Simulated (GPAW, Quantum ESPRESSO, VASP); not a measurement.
One structure in several programs: CdTe (P6_3mc, 4 atoms in the cell)

Self-consistent single point.

```
CdTe
1.0
    4.63327     0.00000     0.00000
   -2.31664     4.01253     0.00000
    0.00000     0.00000     7.60243
Cd Te
2 2
Direct
  0.33333   0.66667   0.00036
  0.66667   0.33333   0.50036
  0.33333   0.66667   0.37464
  0.66667   0.33333   0.87464
```

Shared settings, as Quantum ESPRESSO writes them: occupations = fixed; K_POINTS = automatic 6 6 3 0 0 0. Potentials and cutoffs stand in the table.

```csv
code,model,pressure (GPa),largest force (eV/Å),gap on the mesh (eV),cutoff
Quantum ESPRESSO,"PBEsol, GBRV 1.5 ultrasoft (PBESOL) pseudopotentials",-1.19,0.003,0.575,40 Ry
VASP,"PBEsol, VASP's PBE PAW potentials (set 64)",–,–,0.579,300 eV
GPAW,"PBEsol, GPAW PAW datasets PBEsol (made by gpaw-setup)",-1.59,0.006,0.585,600 eV
```

A dash marks a value that a program does not give, or that is left out as unsure.

Gaps are read on the mesh.

On Quantum ESPRESSO's run: spin-orbit coupling is off.

The spread over the programs that give each value: pressure within 0.40 GPa; largest force within 0.003 eV/Å; gap on the mesh within 0.010 eV.

VASP's run is marked for a possible Pulay error in its stress at this cutoff; no cutoff test was made.

VASP ran the fixed occupations as a Gaussian smearing of 0.01 eV.

The starting cell comes from a database of computed structures (which also holds hypothetical and non-ambient phases and stackings), without a prior relaxation at this level.

Left out of this page: Ansatz, CP2K, Elk and SIESTA (not drawn, or without a comparable value); ABINIT and FLEUR (with a known weakness of the program).
